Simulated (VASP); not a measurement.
Calculation: vdW-DF-cx, VASP's PBE PAW potentials (set 64) (plane waves; VASP).

VASP ran on this input.

### INCAR
```
AGGAC=0.0
ALGO=Normal
EDIFF=1E-6
EDIFFG=-0.02
ENCUT=520
GGA=CX
IBRION=2
ISIF=3
ISMEAR=0
LASPH=.TRUE.
LCHARG=.FALSE.
LMAXMIX=4
LREAL=.FALSE.
LUSE_VDW=.TRUE.
LWAVE=.FALSE.
NELM=100
NSW=60
PREC=Accurate
SIGMA=0.05
SYSTEM=MoS2
```

**POSCAR**
```
MoS2
1
    1.5722346151    -2.7231899629    -0.0000000000
    1.5722346151     2.7231899629    -0.0000000000
   -0.0000000000     0.0000000000    12.2507151946
Mo S
2 4
Direct
  0.3333330000   0.6666670000   0.2500000000
  0.6666670000   0.3333330000   0.7500000000
  0.3333330000   0.6666670000   0.8771619694
  0.6666670000   0.3333330000   0.3771619694
  0.6666670000   0.3333330000   0.1228380306
  0.3333330000   0.6666670000   0.6228380306
```

**KPOINTS**
```
Automatic mesh
0
Gamma
7 7 2
0 0 0
```

POTCAR, in this order: Mo_sv S (PBE.64 set). Program: vasp_std.

The resulting files:

OSZICAR:
```
       N       E                     dE             d eps       ncg     rms          rms(c)
DAV:   1     0.464152876112E+03    0.46415E+03   -0.29862E+04  1112   0.160E+03
DAV:   2    -0.108406311474E+02   -0.47499E+03   -0.46438E+03  1219   0.400E+02
DAV:   3    -0.355045218011E+02   -0.24664E+02   -0.24514E+02  1292   0.797E+01
DAV:   4    -0.359861892971E+02   -0.48167E+00   -0.48041E+00  1183   0.113E+01
DAV:   5    -0.360001621109E+02   -0.13973E-01   -0.13968E-01  1311   0.180E+00    0.362E+01
DAV:   6    -0.338953365806E+02    0.21048E+01   -0.21137E+01  1116   0.246E+01    0.135E+01
DAV:   7    -0.335319555887E+02    0.36338E+00   -0.95489E+00  1122   0.155E+01    0.863E+00
DAV:   8    -0.331972304423E+02    0.33473E+00   -0.16106E+00  1291   0.698E+00    0.298E+00
DAV:   9    -0.332101182679E+02   -0.12888E-01   -0.14536E-01  1332   0.183E+00    0.140E+00
DAV:  10    -0.332011667607E+02    0.89515E-02   -0.67371E-02  1202   0.145E+00    0.345E-01
DAV:  11    -0.332012195881E+02   -0.52827E-04   -0.27275E-03  1226   0.299E-01    0.185E-01
DAV:  12    -0.332011516250E+02    0.67963E-04   -0.35512E-04  1279   0.973E-02    0.926E-02
DAV:  13    -0.332011513341E+02    0.29089E-06   -0.18097E-04  1362   0.705E-02    0.182E-02
DAV:  14    -0.332011534397E+02   -0.21056E-05   -0.13402E-05  1087   0.211E-02    0.199E-02
DAV:  15    -0.332011539493E+02   -0.50962E-06   -0.24010E-06  1027   0.961E-03
   1 F= -.33201154E+02 E0= -.33201154E+02  d E =-.332012E+02
       N       E                     dE             d eps       ncg     rms          rms(c)
DAV:   1    -0.334980337264E+02   -0.29688E+00   -0.81331E+00  1006   0.228E+01    0.647E+00
DAV:   2    -0.332737342737E+02    0.22430E+00   -0.22509E+00  1102   0.941E+00    0.226E+00
DAV:   3    -0.331961308214E+02    0.77603E-01   -0.64025E-01  1046   0.353E+00    0.140E+00
DAV:   4    -0.331821217791E+02    0.14009E-01   -0.64206E-02  1072   0.159E+00    0.360E-01
DAV:   5    -0.331809332623E+02    0.11885E-02   -0.17344E-02  1214   0.697E-01    0.311E-01
DAV:   6    -0.331808429244E+02    0.90338E-04   -0.15512E-03  1222   0.222E-01    0.126E-01
DAV:   7    -0.331808132091E+02    0.29715E-04   -0.32204E-04  1160   0.111E-01    0.762E-02
DAV:   8    -0.331808113049E+02    0.19042E-05   -0.32811E-05  1250   0.303E-02    0.210E-02
DAV:   9    -0.331808107249E+02    0.57995E-06   -0.92920E-06  1053   0.167E-02
   2 F= -.33180811E+02 E0= -.33180811E+02  d E =0.203432E-01
       N       E                     dE             d eps       ncg     rms          rms(c)
DAV:   1    -0.333477103585E+02   -0.16690E+00   -0.36979E+00  1006   0.153E+01    0.473E+00
DAV:   2    -0.332393259545E+02    0.10838E+00   -0.84277E-01  1094   0.590E+00    0.137E+00
DAV:   3    -0.332136167656E+02    0.25709E-01   -0.21949E-01  1045   0.208E+00    0.844E-01
DAV:   4    -0.332075032443E+02    0.61135E-02   -0.27350E-02  1045   0.105E+00    0.234E-01
DAV:   5    -0.332072782029E+02    0.22504E-03   -0.66452E-03  1257   0.442E-01    0.276E-01
DAV:   6    -0.332071951694E+02    0.83034E-04   -0.11001E-03  1223   0.167E-01    0.816E-02
DAV:   7    -0.332071950731E+02    0.96243E-07   -0.22434E-04  1160   0.963E-02    0.387E-02
DAV:   8    -0.332071934562E+02    0.16169E-05   -0.97973E-06  1153   0.213E-02    0.207E-02
DAV:   9    -0.332071943529E+02   -0.89669E-06   -0.18324E-06   837   0.693E-03
   3 F= -.33207194E+02 E0= -.33207194E+02  d E =-.604040E-02
```

**OUTCAR**
```
------------------------ aborting loop because EDIFF is reached ----------------------------------------
  FORCE on cell =-STRESS in cart. coord.  units (eV):
  Direction    XX          YY          ZZ          XY          YZ          ZX
  --------------------------------------------------------------------------------------
  Total       -0.0506676     -0.0506676      0.0031758      0.0000000      0.0000000      0.0000000
  in kB       -0.7677449     -0.7677447      0.0481214      0.0000000      0.0000000      0.0000000
  external PRESSURE =      -0.4957894 kB  Pullay stress =       0.0000000 kB
  volume of cell :      105.74
      direct lattice vectors                 reciprocal lattice vectors
     1.575599143 -2.729017495  0.000000000     0.317339599 -0.183216121  0.000000000
     1.575599143  2.729017495 -0.000000000     0.317339599  0.183216121 -0.000000000
     0.000000000  0.000000000 12.295381103     0.000000000  0.000000000  0.081331355
 POSITION                                       TOTAL-FORCE (eV/Angst)
 -----------------------------------------------------------------------------------
      1.57560      0.90967      3.07385         0.000000      0.000000      0.000000
      1.57560     -0.90967      9.22154        -0.000000     -0.000000      0.000000
      1.57560      0.90967     10.78880        -0.000000      0.000000      0.012303
      1.57560     -0.90967      4.64111        -0.000000     -0.000000      0.012303
      1.57560     -0.90967      1.50658        -0.000000     -0.000000     -0.012303
      1.57560      0.90967      7.65427        -0.000000      0.000000     -0.012303
 -----------------------------------------------------------------------------------
    total drift:                                0.000000      0.001598     -0.000028
  FREE ENERGIE OF THE ION-ELECTRON SYSTEM (eV)
  ---------------------------------------------------
  free  energy   TOTEN  =       -33.2071943529 eV

  energy  without entropy=      -33.2071943529  energy(sigma->0) =      -33.20719435

 reached required accuracy - stopping structural energy minimisation
```
(Selected blocks of OUTCAR.)

### CONTCAR
```
MoS2
   1.00000000000000
     1.5755991431546390   -2.7290174946887373    0.0000000000000000
     1.5755991431546390    2.7290174946887373   -0.0000000000000000
     0.0000000000000000    0.0000000000000000   12.2953811031924189
  Mo              S
     2     4
Direct
     0.3333330000000032    0.6666669999999968    0.2500000000000000
     0.6666669999999968    0.3333330000000032    0.7500000000000000
     0.3333330000000032    0.6666669999999968    0.8774675816636329
     0.6666669999999968    0.3333330000000032    0.3774675816636329
     0.6666669999999968    0.3333330000000032    0.1225324183363671
     0.3333330000000032    0.6666669999999968    0.6225324183363671
```

The compound is MoS2 in the 2H layered structure. This run relaxes it. Symmetry was kept, so distortions that lower it aren't found. The start is the result of an earlier pass.
